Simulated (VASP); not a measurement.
SrCl$_{2}$ (fluorite), at 1.04 of the tabulated volume:

```xyz
3
Lattice="0.0000 3.5359 3.5359 3.5359 0.0000 3.5359 3.5359 3.5359 0.0000" Properties=species:S:1:pos:R:3 pbc="T T T"
Sr     0.0000     0.0000     0.0000
Cl     1.7680     1.7680     1.7680
Cl     5.3039     5.3039     5.3039
```

The lowest empty band near Γ, direction [110], from PBE with spin-orbit coupling in VASP (PAW); its two spin partners are averaged. The gap over the points computed is 5.18 eV, and the next band on that side lies 0.93 eV away at the edge.

Numerical set-up: 400 eV cut-off, 6×6×6 Γ-centred mesh, Gaussian smearing of 0.050 eV, potentials Sr_sv Cl.

```
distance from the edge in k (1/Å)  distance in energy (meV)
---------------------------------  ------------------------
0.018                                                   3.2
0.025                                                   6.2
0.035                                                  12.1
0.050                                                  24.6
0.070                                                  47.9
```

Question: Fit E(1 + αE) = ħ²k²/2m* (ħ²/2m0 = 3.810 eV Å²) and predict the row at 0.095 1/Å.

Answer: The rows don't resolve α, so a parabola serves: the electron mass is m* = 0.389 m0, and so 88.4 meV. The run gave 87.4 meV, -1.0 meV from the fit.

Left out are points under 3 meV from the edge, since the levels carry 0.1 meV, and points farther than half the way to the next band.

The compound is SrCl2 in the fluorite structure. The cell was not relaxed at this level.
